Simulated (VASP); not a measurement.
Here is the system:

```xyz
5
Lattice="-3.1811 3.1188 3.1188 3.1811 -3.1188 3.1188 3.1811 3.1188 -3.1188" Properties=species:S:1:pos:R:3 pbc="T T T"
Hg     1.5906     1.5594    -1.5594
Hg     1.5906    -1.5594     1.5594
Hg     1.5906     1.5594     1.5594
Hg    -1.5906     1.5594     1.5594
Pt     0.0000     0.0000     0.0000
```

These are PBEsol GGA, VASP's PBE PAW potentials (set 64) (plane waves; VASP) values and carry that method's errors. Run with 480 eV cut-off, 6×6×6 Γ-centred mesh, first-order Methfessel-Paxton smearing of 0.10 eV, potentials Hg Pt.

Question: Give the stress tensor in GPa (positive for a compressed cell).

Answer: 
```
-1.87   0.00   0.00
 0.00  -1.21   0.00
 0.00   0.00  -1.21
```
The pressure is its mean diagonal, -1.43 GPa.

The structure comes from a computed database's Hg4Pt entry (Im-3m); how it stands against other phases isn't given here. This cell was strained or had an atom moved on purpose.
